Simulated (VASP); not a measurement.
An input for Ansatz (written as the equivalent of a VASP run, and not itself run):

Ansatz 0.2 input:
```yaml
crystal:
  lattice:
    - [3.2130000, 0.0000000, 0.0000000]
    - [0.0000000, 3.2130000, 0.0000000]
    - [0.0000000, 0.0000000, 3.2130000]
  atoms:
    - { symbol: Zn, position: [0.5000000, 0.5000000, 0.5000000] }
    - { symbol: Au, position: [0.0000000, 0.0000000, 0.0000000] }
kpoints:
  mp_grid: { grid: [10, 10, 10] }
hamiltonian:
  xc: pbe
  pseudopotentials: { kind: paw }
  hubbard:
    sites:
      - { species: Zn, l: d, u_eff: 5 }
scf:
  occupations: { method: methfessel_paxton, width: 0.1 }
  max_iter: 100
output: { forces: true, stress: true, eigenvalues: true }
```

Problem. Translate this input to VASP (INCAR, KPOINTS, POSCAR, choice of POTCAR).

Solution. One answer among several that fit: 
### INCAR
```
SYSTEM = AuZn
PREC = Accurate; ENCUT = 400; LREAL = .FALSE.
LASPH = .TRUE.
EDIFF = 1E-6; NELM = 100; ALGO = Normal
LMAXMIX = 2
ISMEAR = 1; SIGMA = 0.1
GGA = PE
LDAUL = 2 -1
LDAUU = 5.0 0
LDAUJ = 0 0
LDAU = .TRUE.; LDAUTYPE = 2; LDAUPRINT = 1
ISIF = 2
LWAVE = .FALSE.; LCHARG = .FALSE.; LORBIT = 10
```

### POSCAR
```
AuZn
1
    3.2130000000     0.0000000000     0.0000000000
    0.0000000000     3.2130000000     0.0000000000
    0.0000000000     0.0000000000     3.2130000000
Zn Au
1 1
Direct
  0.5000000000   0.5000000000   0.5000000000
  0.0000000000   0.0000000000   0.0000000000
```

File KPOINTS:
```
kpoints
0
Gamma
  10 10 10
```

POTCAR, in this order: Zn Au (PBE.64 set). Program: vasp_std.

What does not carry over: each code has its own PAW files, so the cut-off isn't converted (ENCUT is set for VASP's; basis.ecutwfc is left out, and Ansatz then takes the one that its files recommend); Ansatz stops its SCF on the density residual and VASP on the energy change (EDIFF); the +U projectors differ, so the same U acts differently.

The compound is AuZn in the CsCl type structure. The cell was not relaxed at this level. The run is one of a series of settings (LDAU = .TRUE., LDAUJ = 0 0, LDAUL = 2 -1, LDAUTYPE = 2, LDAUU = 5.0 0, LMAXMIX = 2 against the base run), some of them coarse on purpose.
